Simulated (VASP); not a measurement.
A VASP calculation is set up with these files.

File POSCAR:
```
KF
1.0
  3.1773030194   0.0000000000   0.0000000000
  0.0000000000   3.1773030194   0.0000000000
  0.0000000000   0.0000000000   3.1773030194
K F
1 1
Cartesian
  0.0000000000   0.0000000000   0.0000000000
  1.5886515097   1.5886515097   1.5886515097
```

KPOINTS:
```
Automatic mesh
0
Gamma
8 8 8
0 0 0
```

INCAR:
```
SYSTEM = KF
PREC = Accurate; ENCUT = 520; LREAL = .False.
LASPH = .True.
EDIFF = 1E-6; NELM = 100; ALGO = Normal
LMIXTAU = .True.
ISMEAR = 0; SIGMA = 0.05
METAGGA = R2SCAN
IBRION = 2; NSW = 60; ISIF = 3
EDIFFG = -0.01
LWAVE = .False.; LCHARG = .False.
```

POTCAR, in this order: K_sv F (PBE.64 set). Program: vasp_std.

Q: Write an equivalent input for Ansatz.

A: One equivalent input (not run):
Ansatz 0.2 input:
```yaml
crystal:
  lattice:
    - [3.1773030, 0.0000000, 0.0000000]
    - [0.0000000, 3.1773030, 0.0000000]
    - [0.0000000, 0.0000000, 3.1773030]
  atoms:
    - { symbol: K, position: [0.0000000, 0.0000000, 0.0000000] }
    - { symbol: F, position: [0.5000000, 0.5000000, 0.5000000] }
kpoints:
  mp_grid: { grid: [8, 8, 8] }
hamiltonian:
  xc: r2scan
  pseudopotentials: { kind: paw }
scf:
  occupations: { method: gaussian, width: 0.05 }
  max_iter: 100
relax:
  max_steps: 60
  f_tol: 0.01
  cell: {}
output: { forces: true, stress: true, eigenvalues: true }
```
What does not carry over: each code has its own PAW files, so the cut-off isn't converted (ENCUT is set for VASP's; basis.ecutwfc is left out, and Ansatz then takes the one that its files recommend); Ansatz stops its SCF on the density residual and VASP on the energy change (EDIFF).

The structure was generated: KF was put into the CsCl type type (Pm-3m), which need not be its known phase. It was relaxed first, which changed the volume by -17 %. The start is the result of an earlier pass.
